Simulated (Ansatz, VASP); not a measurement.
# TiTe2: VASP beside Ansatz, part 2 of 2

One calculation is typed for both programs; each brings its own data sets and cutoff. How far apart do they land? The cell is taken from a series of VASP runs on this material, whose earlier steps may have relaxed, scaled or displaced it; both programs get it as it stands.

VASP 6.6.1 and Ansatz 0.2.0.

So far: Set-up; VASP: zone-centre phonons, PBE.

## (3) Ansatz: zone-centre phonons, PBE

Level of this step: Ansatz beside VASP: Kohn-Sham DFT, plane waves, PBE (Ansatz).

Ansatz runs on its default PAW (the set named soft_2) files.

The same cell, functional, mesh and smearing now go to Ansatz, which takes its cutoff from its data sets.

The input, input.yaml:

```yaml
crystal:
  lattice:
    - [3.7723972524, 0.0, 0.0]
    - [-1.8861986262, 3.2669918538, 0.0]
    - [0.0, 0.0, 6.7963050856]
  atoms:
    - { symbol: Te, position: [0.3333333333, 0.6666666667, 0.7458346562] }
    - { symbol: Te, position: [0.6666666667, 0.3333333333, 0.2541653438] }
    - { symbol: Ti, position: [0.0, 0.0, 0.0] }
hamiltonian:
  xc: pbe
  pseudopotentials: { kind: paw }
kpoints:
  mp_grid: { grid: [12, 12, 6] }
scf:
  occupations: { method: methfessel_paxton, width: 0.15 }
phonons:
  method: dfpt
  qpoints: [[0, 0, 0]]
```

Command:

```console
$ ansatz run input.yaml --threads 4 --pin off --max-ram 9216MiB --backend cpu --events-out ev --progress --plain --runs-dir out
```

Numbers of over 12 decimals in the logs are rounded to 6 here.

Log:

```text
Engine: ansatz 0.2.0, aarch64-unknown-linux-gnu
Pseudopotentials: kind: paw
Pseudopotential: Te, paw, valence charge 16, recommended cutoff 420 eV (normal), Te.paw.azcp
Pseudopotential: Ti, paw, valence charge 12, recommended cutoff 420 eV (normal), Ti.paw.azcp
Functional definition: PBE
  parameter kappa = 0.804
  parameter beta = 0.066725
  exchange = pbe_x(kappa = kappa, mu = beta*pi^2/3)
  correlation = pbe_c(beta = beta)
Crystal: 3 atoms, lattice volume = 83.760 Å³
Basis set: ecut = 420 eV, 1619 PW (Γ), exchange–correlation on 54×54×96 points (8 copies of the dense FFT grid, shifted against one another)
Bands: 27, of which v1, the nominal top of the filled ones, is band 22 counted from 1 (21 counted from 0)
Symmetry: 12 space group operations
k-points: 242 of 864 (irreducible under 2 space group operations, time reversal used)
Non-local potential: Te, projectors of the file, l = 0: 2, l = 1: 2, l = 2: 2, l = 3: 2
Non-local potential: Ti, projectors of the file, l = 0: 3, l = 1: 2, l = 2: 3, l = 3: 1
PAW form: soft (Blöchl's): semilocal exchange-correlation on the pseudo side does not see the compensation charge
PAW one-centre angular grid: Te, 590 points (default); XC on 64 Gauss nodes
PAW one-centre angular grid: Ti, 590 points (default); XC on 64 Gauss nodes
Initial density: superposition of atomic densities (neutral atoms: chi_scale 0, normalization atom), corrected by the library's trained network
Initial wavefunctions: pseudopotential atomic-orbital guess
Functional: x = pbe(κ = 0.804, μ = 0.219515), c = pbe(β = 0.066725)
SCF iter   1: F=—  HF=-16461.689983 eV  |F-HF|=—  |Δ(HF+E_count)|=         —  Δρ=3.68e-3  dr2=2.27e-2  ethr=1.77e-3  ⟨swp⟩=5.4  Hψ=28292  notcnv=0
preconditioner: auto → LDOS  [metal: Δε(μ)=0.003 eV  Ē_g=6.224 eV  σ=0.150 eV  W_gap=0.01  n_scr=22 (ndim 8)  ℏωp=16.2 eV  f_vac=0.023  D(μ)=1.15/eV (n_scr^D=2)  β→1.0]
SCF iter   2: F=—  HF=-16461.693291 eV  |F-HF|=—  |Δ(HF+E_count)|=   3.31e-3  S|Δr|=    0.00e0  Δρ=5.57e-3  dr2=5.75e-2  ethr=5.16e-5  ⟨swp⟩=3.0  Hψ=14663  notcnv=0  defer=20
SCF iter   3: F=—  HF=-16461.687748 eV  |F-HF|=—  |Δ(HF+E_count)|=   5.54e-3  S|Δr|=    0.00e0  Δρ=5.02e-4  dr2=5.39e-4  ethr=5.16e-5  ⟨swp⟩=2.0  Hψ=7355  notcnv=0  defer=20
SCF iter   4: F=—  HF=-16461.687759 eV  |F-HF|=—  |Δ(HF+E_count)|=   1.09e-5  S|Δr|=    0.00e0  Δρ=1.99e-4  dr2=5.60e-5  ethr=1.22e-6  ⟨swp⟩=3.0  Hψ=11231  notcnv=0  defer=20
SCF iter   5: F=—  HF=-16461.687741 eV  |F-HF|=—  |Δ(HF+E_count)|=   1.80e-5  S|Δr|=    0.00e0  Δρ=4.82e-5  dr2=4.78e-6  ethr=1.27e-7  ⟨swp⟩=2.0  Hψ=11604  notcnv=0  defer=20
SCF iter   6: F=—  HF=-16461.687738 eV  |F-HF|=—  |Δ(HF+E_count)|=   3.31e-6  S|Δr|=    0.00e0  Δρ=1.30e-5  dr2=9.56e-8  ethr=1.09e-8  ⟨swp⟩=2.9  Hψ=11932  notcnv=0  defer=20
SCF iter   7: F=—  HF=-16461.687738 eV  |F-HF|=—  |Δ(HF+E_count)|=   5.58e-7  S|Δr|=    0.00e0  Δρ=4.50e-6  dr2=2.22e-8  ethr=2.17e-10  ⟨swp⟩=2.9  Hψ=12589  notcnv=0  defer=20
SCF iter   8: F=—  HF=-16461.687738 eV  |F-HF|=—  |Δ(HF+E_count)|=  6.58e-10  S|Δr|=    0.00e0  Δρ=5.36e-7  dr2=1.66e-10  ethr=5.05e-11  ⟨swp⟩=2.3  Hψ=8738  notcnv=0  defer=20
SCF iter   9: F=-16461.687738 eV  HF=-16461.687738 eV  |F-HF|=7.28e-12  |Δ(HF+E_count)|=  2.07e-10  S|Δr|=    0.00e0  Δρ=1.12e-7  dr2=9.54e-12  ethr=1.00e-12  ⟨swp⟩=5.4  Hψ=31333  notcnv=0
SCF 1 converged in 9 iterations: F = -16461.687738 eV  dr2 = 9.54e-12
  greatest PAW one-centre occupation: 0.999 electrons in one spin orbital (limit 2), on the Ti atom at site 2 (counted from 0), in its partial waves of l = 0
DFPT response loops at Γ: preconditioner auto → Kerker (q_TF=auto, 2.451 Å⁻¹) (partly filled bands, converged f_vac=0.023); β = 1.00, the filter's whole step (`scf.mixing.beta` (0.50) is not read by the response loops under this deck's `scf.mixing.preconditioner`; to damp them name `kerker` or `kerker_dos`, under which they read `scf.mixing.beta`, and type it under 1.00, their step now; both keys bind the ground state too); Broyden in place of MSR1
SCF converged after 9 iterations
Stability not checked: this state was not tested for a lower state beside it, because cold or Methfessel-Paxton smearing, or corrected tetrahedra, fill the levels in a way that the test cannot read (fill_not_monotonic; see scf.lower_state_search)
Free energy (F): -16461.687738 eV
Harris-Foulkes:  -16461.687738 eV  (|F-HF|=7.28e-12)
Internal energy: -16461.689635 eV  (E = F + TS)
E sigma→0 (E₀):  -16461.688212 eV
Entropy (-TS):   0.001896 eV (0.632 meV/atom)
Fermi energy:    9.644779 eV
--- Per-component energies (eV) ---
  E_band       = -695.164883
  E_kinetic    = 632.356257
  E_local      = -3663.773234  (includes V_loc(G=0)·N_el)
  E_nonlocal   = -612.066114
  E_hartree    = 2104.889001
  E_xc         = -346.166091
  E_vxc        = -330.408726  (∫ρ·V_xc dr)
  E_paw        = -10372.482433  (= ΣΔE_a)
  E_vpaw       = -931.050922  (= ΣTr[D̂ρ^β])
  E_aug_tail   = -0.000213  (compensation charges beyond the density's cutoff)
  E_ewald      = -4204.446807
  E_smearing   = 0.001896  (= −TS)
  E_closure    = 0.000000  (closes the sum)
  Σ components = -16461.687738   (vs F -16461.687738, Δ=0.00e0)
--- Band table (eV; the first three rows and the last of 242) ---
  k-point 0: bands = [... 18 lower, 8.0414, 9.7486, 9.9401, 10.0261, 10.0261, 10.7152, 10.7152, 12.7594, ... 1 higher]
  k-point 1: bands = [... 18 lower, 8.0516, 8.9675, 10.0246, 10.0246, 10.3135, 10.6629, 10.6629, 12.8304, ... 1 higher]
  k-point 2: bands = [... 18 lower, 8.0723, 8.0723, 10.0216, 10.0216, 10.4855, 10.5645, 10.5645, 12.9681, ... 1 higher]
  k-point 241: bands = [... 18 lower, 6.9438, 7.1864, 7.7965, 7.8796, 10.4234, 10.5167, 10.9587, 11.8600, ... 1 higher]
--- Phonons (Γ-DFPT): 4 representative perturbations + reference, on 242 of 864 k-points (Σ response iterations 12) ---
  k mesh reduced under 2 symmetry operations, with k and −k counted as one. Each operation leaves every solved perturbation unchanged. A smaller set is not used because it would not reduce the number of displacements times k-points to solve
  ASR residual: 7.639e-5 → 0.000e0 eV/Å²; symmetrization residual: 5.799e-6 eV/Å²
  ASR residual per site (eV/Å²): 7.64e-5 7.64e-5 4.01e-5
  Γ frequencies (cm⁻¹): 0.00 0.00 0.00 94.95 94.95 136.85 155.21 155.21 259.27
  non-analytic LO–TO correction: not included (Born effective charges unavailable; polar crystals: no LO–TO splitting at Γ)
--- Phonons (arbitrary-q DFPT): 1 explicit q-point ---
  q = [0, 0, 0] (of the zone-centre solve; hermiticity 1.15e-6, symmetrization 3.51e-7): -0.00 0.00 0.00 94.95 94.95 136.85 155.21 155.21 259.27
  sum rule: each row above includes the acoustic sum rule's correction from the zone centre's row sums; it moved no ω² by more than (0.48 cm⁻¹)²
```

Wall time 68 s (4 threads of Arm Neoverse V2, shared host); peak memory 2 GiB; 4.2 min of CPU time.

The column dr2 measures how far the density is from self-consistency, as an energy; F and HF (Harris–Foulkes) agree once it is small.

## (4) Comparison

Known differences besides the potentials themselves: the data sets hold 44 valence electrons in Ansatz (default PAW (the set named soft_2) files) and 24 in VASP; the cutoff is 420 eV in Ansatz and 450 eV in VASP; VASP leaves aspherical gradient terms in its spheres out (LASPH is not set), Ansatz keeps them. Total energies have different zeros and are not compared.

Both answers:

| quantity | Ansatz | VASP | difference |
| --- | --- | --- | --- |
| optical mode 1 to 2 (cm⁻¹) | 95.0 | 95.1 | -0.11 % |
| optical mode 3 (cm⁻¹) | 136.8 | 136.6 | +0.22 % |
| optical mode 4 to 5 (cm⁻¹) | 155.2 | 156.3 | -0.72 % |
| optical mode 6 (cm⁻¹) | 259.3 | 260.1 | -0.30 % |

Modes are paired by rising frequency and degeneracy, not by their patterns, so a pair may still set unlike modes beside each other.

## (5) What the set-up changes

Further runs change the set-up of one program: Ansatz's method, potentials or start, or VASP's data sets, cutoff or form of LDA. The table gives Ansatz less VASP for each quantity, since a change that brings one quantity closer may part another.

| run | optical mode 1 to 2 (%) | optical mode 3 (%) | optical mode 4 to 5 (%) | optical mode 6 (%) |
| --- | --- | --- | --- | --- |
| as above | -0.11 | 0.22 | -0.72 | -0.30 |
| Ansatz's all-electron LAPW method | -0.13 | 0.19 | -0.68 | -0.30 |

## (6) Summary of results

```json
{
 "r.m.s. difference of the optical zone-centre modes, each program's sorted by frequency (zone-centre phonons, PBE)": "0.74 cm⁻¹",
 "difference in optical mode 4 to 5 (zone-centre phonons, PBE)": "-0.7 %"
}
```

In words: The r.m.s. difference of the optical zone-centre modes, each program's sorted by frequency is 0.74 cm⁻¹ (zone-centre phonons, PBE). Among the rows given in per cent, the largest difference of the zone-centre phonons, PBE pair is in optical mode 4 to 5, -0.7 %. For zone-centre phonons, PBE, no further run moves any of the tabulated differences by more than a quarter of its size. Such differences can come from data sets, numerical settings and the points named under the comparisons, not from the functional's error against experiment.

[Lines on the potential files, build, host, timing and source positions are cut from VASP's logs without a mark.]

[Logs are printed without paths, hosts, clocks, repeated set-up lines and the standing remarks that a program may print on its own settings, such as how far it seeks lower states.]

[Hosts, paths, dates, database ids (printed as entryN), source tags and the programs' standing remarks are cut or masked in the printed files.]
